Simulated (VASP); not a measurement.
Method: r2SCAN meta-GGA, VASP's PBE PAW potentials (set 64) (plane waves; VASP).

The input files of a VASP run:

### POSCAR
```
Rh
1
    0.0000000000     1.9000000000     1.9000000000
    1.9000000000     0.0000000000     1.9000000000
    1.9000000000     1.9000000000     0.0000000000
Rh
1
Direct
  0.0000000000   0.0000000000   0.0000000000
```

KPOINTS:
```
Regular mesh
0
gamma
 16 16 16
```

### INCAR
```
SYSTEM = Rh
PREC = Accurate
ENCUT = 480
EDIFF = 1E-7
NELM = 100
ALGO = Normal
LREAL = .FALSE.
LASPH = .TRUE.
ISMEAR = 1
SIGMA = 0.1
METAGGA = R2SCAN
LMIXTAU = .TRUE.
LMAXMIX = 4
LWAVE = .FALSE.
LCHARG = .FALSE.
ISIF = 3
IBRION = 2
NSW = 40
EDIFFG = -0.01
PSTRESS = 20
```

POTCAR, in this order: Rh_pv (PBE.64 set). Program: vasp_std.

**Question.** What will the output report for the number of irreducible k-points (NKPTS), number of bands (NBANDS), largest plane-wave count, number of space-group operations, FFT grid (NGX, NGY, NGZ)?

**Answer.** 
The number of irreducible k-points (NKPTS) is 145 and the number of bands (NBANDS) is 11. The largest plane-wave count is 342, the number of space-group operations comes out as 48 and the FFT grid (NGX, NGY, NGZ) is 20 × 20 × 20.

The compound is Rh in the fcc structure. This run relaxes it under an external pressure of 2 GPa. Symmetry was kept, so distortions that lower it aren't found.
